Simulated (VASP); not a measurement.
These are SCAN meta-GGA, VASP's PBE PAW potentials (set 64) (plane waves; VASP) values and carry that method's errors.

VASP ran on this input.

File POSCAR:
```
Cs
1.0
 -3.1240180716   3.1240180716   3.1240180716
  3.1240180716  -3.1240180716   3.1240180716
  3.1240180716   3.1240180716  -3.1240180716
Cs
1
direct
  1.0000000000   1.0000000000   1.0000000000
```

INCAR:
```
# general
SYSTEM   =  Cs
PREC     =  Accurate
ENCUT    =  520
LREAL    =  .FALSE.
LASPH    =  .TRUE.

# electronic loop
EDIFF    =  1E-6
NELM     =  100
ALGO     =  Normal
LMAXMIX  =  4
LMIXTAU  =  .TRUE.

# smearing
ISMEAR   =  1
SIGMA    =  0.1

# functional
METAGGA  =  SCAN

# ions
IBRION   =  2
NSW      =  60
ISIF     =  3
EDIFFG   =  -0.01

# output
LWAVE    =  .FALSE.
LCHARG   =  .FALSE.
```

### KPOINTS
```
Automatic mesh
0
Gamma
8 8 8
0 0 0
```

POTCAR, in this order: Cs_sv (PBE.64 set). Program: vasp_std.

The resulting files:

**OSZICAR**
```
       N       E                     dE             d eps       ncg     rms          rms(c)
DAV:   1     0.186281742656E+02    0.18628E+02   -0.30111E+03   464   0.799E+02
DAV:   2    -0.338295692488E+02   -0.52458E+02   -0.51843E+02   632   0.133E+02
DAV:   3    -0.397360710180E+02   -0.59065E+01   -0.59060E+01   464   0.506E+01
DAV:   4    -0.398285061412E+02   -0.92435E-01   -0.92431E-01   808   0.802E+00
DAV:   5    -0.398286852456E+02   -0.17910E-03   -0.17910E-03   640   0.229E-01    0.201E-01
DAV:   6    -0.385309749378E+02    0.12977E+01   -0.10092E-01   464   0.376E+00    0.193E-01
DAV:   7    -0.373439856286E+02    0.11870E+01   -0.64207E-01   528   0.501E+00    0.416E-01
DAV:   8    -0.377819324544E+02   -0.43795E+00   -0.15809E-01   520   0.361E+00    0.174E-01
DAV:   9    -0.381853886686E+02   -0.40346E+00   -0.28782E-01   496   0.408E+00    0.151E-01
DAV:  10    -0.382221112860E+02   -0.36723E-01   -0.62049E-02   496   0.306E+00    0.245E-01
DAV:  11    -0.375357417014E+02    0.68637E+00   -0.25266E-01   464   0.416E+00    0.190E-01
DAV:  12    -0.377192675277E+02   -0.18353E+00   -0.12941E-01   464   0.304E+00    0.136E-01
DAV:  13    -0.377122765259E+02    0.69910E-02   -0.12506E-03   776   0.353E-01    0.119E-01
DAV:  14    -0.377705107285E+02   -0.58234E-01   -0.90340E-02   464   0.404E+00    0.323E-02
DAV:  15    -0.377816110776E+02   -0.11100E-01   -0.18094E-02   464   0.221E+00    0.155E-02
DAV:  16    -0.377773525170E+02    0.42586E-02   -0.74730E-03   464   0.159E+00    0.143E-02
DAV:  17    -0.377730105230E+02    0.43420E-02   -0.11845E-02   464   0.201E+00    0.145E-02
DAV:  18    -0.377730009659E+02    0.95571E-05   -0.81910E-04   512   0.500E-01    0.153E-02
DAV:  19    -0.377736071844E+02   -0.60622E-03   -0.22879E-04   520   0.271E-01    0.153E-02
DAV:  20    -0.377795199976E+02   -0.59128E-02   -0.24447E-02   464   0.273E+00    0.990E-03
DAV:  21    -0.377794457482E+02    0.74249E-04   -0.13713E-04   640   0.145E-01    0.944E-03
DAV:  22    -0.377798678878E+02   -0.42214E-03   -0.86342E-04   464   0.328E-01    0.820E-03
DAV:  23    -0.377830639753E+02   -0.31961E-02   -0.46063E-02   464   0.217E+00    0.217E-02
DAV:  24    -0.377815825329E+02    0.14814E-02   -0.43589E-03   464   0.684E-01    0.203E-02
DAV:  25    -0.377809745625E+02    0.60797E-03   -0.52202E-04   480   0.275E-01    0.182E-02
DAV:  26    -0.377800701324E+02    0.90443E-03   -0.13718E-02   464   0.125E+00    0.910E-03
DAV:  27    -0.377805639680E+02   -0.49384E-03   -0.95145E-03   464   0.949E-01    0.164E-02
DAV:  28    -0.377831323414E+02   -0.25684E-02   -0.56278E-03   464   0.738E-01    0.238E-02
DAV:  29    -0.377825034605E+02    0.62888E-03   -0.86863E-04   464   0.334E-01    0.227E-02
DAV:  30    -0.377826065936E+02   -0.10313E-03   -0.14378E-04   568   0.151E-01    0.227E-02
DAV:  31    -0.377826598517E+02   -0.53258E-04   -0.21962E-04   472   0.186E-01    0.221E-02
DAV:  32    -0.377824183225E+02    0.24153E-03   -0.33322E-04   464   0.227E-01    0.202E-02
DAV:  33    -0.377817056883E+02    0.71263E-03   -0.90022E-04   464   0.366E-01    0.160E-02
DAV:  34    -0.377804145792E+02    0.12911E-02   -0.74154E-03   464   0.826E-01    0.695E-03
DAV:  35    -0.377806449810E+02   -0.23040E-03   -0.18207E-03   464   0.487E-01    0.875E-03
DAV:  36    -0.377807792365E+02   -0.13426E-03   -0.38536E-04   464   0.286E-01    0.896E-03
DAV:  37    -0.377809131678E+02   -0.13393E-03   -0.27912E-04   464   0.233E-01    0.838E-03
DAV:  38    -0.377806918508E+02    0.22132E-03   -0.32035E-04   464   0.219E-01    0.617E-03
DAV:  39    -0.377804571726E+02    0.23468E-03   -0.88087E-04   464   0.285E-01    0.394E-03
DAV:  40    -0.377804285453E+02    0.28627E-04   -0.14632E-04   520   0.150E-01    0.357E-03
DAV:  41    -0.377804284993E+02    0.45993E-07   -0.10985E-04   464   0.120E-01    0.375E-03
DAV:  42    -0.377804210650E+02    0.74343E-05   -0.16437E-05   512   0.469E-02    0.354E-03
DAV:  43    -0.377804155500E+02    0.55150E-05   -0.56630E-05   464   0.960E-02    0.300E-03
DAV:  44    -0.377804398093E+02   -0.24259E-04   -0.30491E-04   464   0.185E-01    0.346E-03
DAV:  45    -0.377805348287E+02   -0.95019E-04   -0.23166E-04   464   0.160E-01    0.420E-03
DAV:  46    -0.377805194300E+02    0.15399E-04   -0.29691E-05   480   0.848E-02    0.387E-03
DAV:  47    -0.377804824505E+02    0.36979E-04   -0.45449E-05   472   0.942E-02    0.316E-03
DAV:  48    -0.377804042986E+02    0.78152E-04   -0.22881E-04   464   0.156E-01    0.143E-03
DAV:  49    -0.377804032826E+02    0.10159E-05   -0.31995E-05   480   0.830E-02    0.132E-03
DAV:  50    -0.377803955391E+02    0.77436E-05   -0.41861E-05   472   0.950E-02    0.921E-04
DAV:  51    -0.377804025682E+02   -0.70292E-05   -0.18023E-05   480   0.555E-02    0.117E-03
DAV:  52    -0.377804076560E+02   -0.50878E-05   -0.14082E-05   480   0.546E-02    0.145E-03
DAV:  53    -0.377804003043E+02    0.73517E-05   -0.12106E-05   480   0.460E-02    0.123E-03
DAV:  54    -0.377803998081E+02    0.49617E-06   -0.63543E-06   512   0.385E-02
   1 F= -.37780400E+02 E0= -.37779538E+02  d E =-.377804E+02
       N       E                     dE             d eps       ncg     rms          rms(c)
DAV:   1    -0.377805369330E+02   -0.13663E-03   -0.30686E-03   496   0.385E-01    0.466E-02
DAV:   2    -0.377806257773E+02   -0.88844E-04   -0.28548E-03   464   0.494E-01    0.223E-02
DAV:   3    -0.377810859209E+02   -0.46014E-03   -0.10365E-02   464   0.973E-01    0.110E-02
DAV:   4    -0.377806883931E+02    0.39753E-03   -0.12457E-02   464   0.119E+00    0.492E-03
DAV:   5    -0.377806020334E+02    0.86360E-04   -0.58454E-03   464   0.867E-01    0.471E-03
DAV:   6    -0.377807240462E+02   -0.12201E-03   -0.16579E-03   464   0.532E-01    0.363E-03
DAV:   7    -0.377805637730E+02    0.16027E-03   -0.20142E-03   464   0.581E-01    0.248E-03
DAV:   8    -0.377804240375E+02    0.13974E-03   -0.76450E-04   464   0.359E-01    0.784E-04
DAV:   9    -0.377804138575E+02    0.10180E-04   -0.19622E-04   464   0.198E-01    0.615E-04
DAV:  10    -0.377804116944E+02    0.21630E-05   -0.18394E-05   480   0.614E-02    0.594E-04
DAV:  11    -0.377804110006E+02    0.69381E-06   -0.13952E-05   472   0.569E-02    0.481E-04
DAV:  12    -0.377804072677E+02    0.37329E-05   -0.17027E-05   480   0.588E-02    0.401E-04
DAV:  13    -0.377804054502E+02    0.18175E-05   -0.15284E-05   472   0.510E-02    0.189E-04
DAV:  14    -0.377804046812E+02    0.76897E-06   -0.56183E-06   512   0.318E-02
   2 F= -.37780405E+02 E0= -.37779541E+02  d E =-.487309E-05
```

**OUTCAR**
```
------------------------ aborting loop because EDIFF is reached ----------------------------------------
  FORCE on cell =-STRESS in cart. coord.  units (eV):
  Direction    XX          YY          ZZ          XY          YZ          ZX
  --------------------------------------------------------------------------------------
  Total       -0.0062024     -0.0062024     -0.0062024      0.0000000      0.0000000     -0.0000000
  in kB       -0.0816152     -0.0816152     -0.0816152      0.0000000      0.0000000     -0.0000000
  external PRESSURE =      -0.0816152 kB  Pullay stress =       0.0000000 kB
  volume of cell :      121.76
      direct lattice vectors                 reciprocal lattice vectors
    -3.122336654  3.122336654  3.122336654     0.000000000  0.160136480  0.160136480
     3.122336654 -3.122336654  3.122336654     0.160136480  0.000000000  0.160136480
     3.122336654  3.122336654 -3.122336654     0.160136480  0.160136480  0.000000000
 POSITION                                       TOTAL-FORCE (eV/Angst)
 -----------------------------------------------------------------------------------
      3.12234      3.12234     -3.12234        -0.000000     -0.000000      0.000000
 -----------------------------------------------------------------------------------
    total drift:                                0.000000      0.000000     -0.000000
  FREE ENERGIE OF THE ION-ELECTRON SYSTEM (eV)
  ---------------------------------------------------
  free  energy   TOTEN  =       -37.7804046812 eV

  energy  without entropy=      -37.7778138291  energy(sigma->0) =      -37.77954106

 reached required accuracy - stopping structural energy minimisation
```
(Selected blocks of OUTCAR.)

**CONTCAR**
```
Cs
   1.00000000000000
    -3.1223366540498239    3.1223366540498239    3.1223366540498239
     3.1223366540498239   -3.1223366540498239    3.1223366540498239
     3.1223366540498239    3.1223366540498239   -3.1223366540498239
  Cs
     1
Direct
     0.0000000000000000    0.0000000000000000    1.0000000000000000
```

The compound is Cs in the bcc structure. This run relaxes it. Symmetry was kept, so distortions that lower it aren't found. The start is the result of an earlier pass.
